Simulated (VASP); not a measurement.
An input for Quantum ESPRESSO's pw.x (written as the equivalent of a VASP run, and not itself run):

```
&CONTROL
  calculation = 'vc-relax'
  pseudo_dir = './pseudo'
  outdir = './out'
  tprnfor = .true.
  tstress = .true.
  nstep = 60
  forc_conv_thr = 0.00039
/
&SYSTEM
  ibrav = 0
  nat = 2
  ntyp = 2
  ecutwfc = 70
  occupations = 'smearing'
  smearing = 'gaussian'
  degauss = 0.003675
  input_dft = 'vdw-df2'
/
&ELECTRONS
  conv_thr = 7.3e-08
  electron_maxstep = 100
/
&IONS
/
&CELL
/
ATOMIC_SPECIES
  Cs 132.905 Cs.upf
  I 126.904 I.upf
CELL_PARAMETERS angstrom
     4.5700000    0.0000000    0.0000000
     0.0000000    4.5700000    0.0000000
     0.0000000    0.0000000    4.5700000
ATOMIC_POSITIONS crystal
  Cs   0.0000000  0.0000000  0.0000000
  I    0.5000000  0.5000000  0.5000000
K_POINTS automatic
  5 5 5 0 0 0
```

Task: Write the VASP files for the same calculation (vdW-DF2).

Result: This is not unique; one that fits is 
**INCAR**
```
AGGAC = 0.0
ALGO = Normal
EDIFF = 1E-6
EDIFFG = -0.01
ENCUT = 520
GGA = ML
IBRION = 2
ISIF = 3
ISMEAR = 0
LASPH = T
LCHARG = F
LMAXMIX = 4
LREAL = F
LUSE_VDW = T
LWAVE = F
NELM = 100
NSW = 60
PREC = Accurate
SIGMA = 0.05
SYSTEM = CsI
ZAB_VDW = -1.8867
```

### POSCAR
```
CsI
1.0
  4.5700000000   0.0000000000   0.0000000000
  0.0000000000   4.5700000000   0.0000000000
  0.0000000000   0.0000000000   4.5700000000
Cs I
1 1
Cart
  0.0000000000   0.0000000000   0.0000000000
  2.2850000000   2.2850000000   2.2850000000
```

**KPOINTS**
```
K-points
0
G
 5 5 5
```

POTCAR, in this order: Cs_sv I (PBE.64 set). Program: vasp_std.

The two are equivalent in intent, not identical: the potentials are each code's own (VASP's PAW set, PseudoDojo norm-conserving files in pw.x), so ENCUT and ecutwfc are chosen apart and not converted; conv_thr bounds pw.x's estimated SCF error, while EDIFF bounds the energy change between steps; forc_conv_thr acts on force components and is met together with etot_conv_thr.

The compound is CsI in the CsCl type structure. This run relaxes it. Symmetry was kept, so distortions that lower it aren't found.
